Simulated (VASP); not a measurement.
Rh (fcc): one (111) plane of a periodic stack of 9 atoms is slid along ⟨112⟩ by tilting the cell, in parts of the partial Burgers vector. The ends are relaxed; the steps between are rigid, which overstates the barrier. These are PBE GGA, VASP's PBE PAW potentials (set 64) (plane waves; VASP) values and carry that method's errors. Numerical set-up: PREC = Normal, LREAL = Auto, 400 eV cut-off, 14×14×2 Γ-centred mesh, first-order Methfessel-Paxton smearing of 0.10 eV, potentials Rh_pv.

### Question
Give the fault energy along the slip, the stable stacking-fault energy and the barrier.

### Answer
The fault at full slip costs 213 mJ/m², and the rigid barrier is 556 mJ/m², at 0.50 of the slip.
```
slip   γ (mJ/m²)
-----  ---------
0.000          0
0.125         86
0.250        277
0.375        460
0.500        556
0.625        541
0.750        426
0.875        284
1.000        213
```

Runs of the series that failed, ran out of time, didn't relax or are held back are left out, and so is the opposite way of slip.

The cell is a supercell, built from Rh (fcc).
